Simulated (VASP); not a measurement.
Energy against volume of TiB$_{2}$ (AlB2 type). All values below come from AM05 GGA, VASP's PBE PAW potentials (set 64) (plane waves; VASP). Run with 520 eV cut-off, 12×12×10 Γ-centred mesh, first-order Methfessel-Paxton smearing of 0.10 eV, potentials Ti_sv B.

Shape and ions are relaxed at each volume.

```json
[
 {"V (Å³/atom)": "8.099", "E (eV/atom)": "-8.48901"},
 {"V (Å³/atom)": "8.350", "E (eV/atom)": "-8.49580"},
 {"V (Å³/atom)": "8.600", "E (eV/atom)": "-8.49018"},
 {"V (Å³/atom)": "8.851", "E (eV/atom)": "-8.47384"}
]
```

Task: Fit these four points and predict the energy of the run at 7.849 Å³/atom.

Result: A cubic in V^(−2/3), the third-order Birch-Murnaghan form, passes through the four points with V0 = 8.36 Å³/atom and B0 = 263 GPa, and gives -8.4678 eV/atom there. The run gave -8.4678 eV/atom, -0.0 meV/atom from the fit; all five points give B0 = 263 GPa.

The compound is TiB2 in the AlB2 type structure. It was relaxed first.
